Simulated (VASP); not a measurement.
```
CELL_PARAMETERS angstrom
      0.00000     2.26915     2.26915
      2.26915     0.00000     2.26915
      2.26915     2.26915     0.00000
ATOMIC_POSITIONS crystal
  Hf 0.00000 0.00000 0.00000
  N  0.50000 0.50000 0.50000
```

Method: PW91 GGA, VASP's PBE PAW potentials (set 64) (plane waves; VASP). Settings: 520 eV cut-off, Gaussian smearing of 0.050 eV, potentials Hf_pv N.

Unless said otherwise, spin-orbit coupling is left out, though it shifts the bands of the heavy elements here.

Task: Estimate the band gap (along the path) with the smallest direct gap where there is one.

Result: 
| Quantity | Value |
|---|---|
| band gap (along the path) | none (metal, semimetal or under 0.01 eV) |

Only differences to runs with the same potentials and settings are physical.

The compound is HfN in the rock salt structure. It was relaxed first. The electron count is odd and the run is not spin-polarised, which forces a metal.
